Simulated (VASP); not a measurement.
Here is the system:

```yaml
crystal:
  lattice:
    - [0.00000, 1.97192, 1.97192]
    - [1.97192, 0.00000, 1.97192]
    - [1.97192, 1.97192, 0.00000]
  atoms:
    - { symbol: Pd, position: [0.00000, 0.00000, 0.00000] }
```

Calculation: TPSS meta-GGA, VASP's PBE PAW potentials (set 64) (plane waves; VASP). Run with 520 eV cut-off, 16×16×16 Γ-centred mesh, first-order Methfessel-Paxton smearing of 0.10 eV, potentials Pd.

Question: Estimate the energy per atom (σ→0), pressure, band gap (on the k-mesh) with the smallest direct gap where there is one.

Answer: 
```json
{
 "band gap (on the k-mesh)": "none (metal, semimetal or under 0.01 eV)",
 "energy per atom (σ→0)": "-13.689 eV/atom",
 "pressure": "-5.36 GPa"
}
```

The absolute energy has meaning only against runs of the same code, potentials and settings.

The compound is Pd in the fcc structure. This cell is one point of a volume scan, at 1.03 of the reference volume.
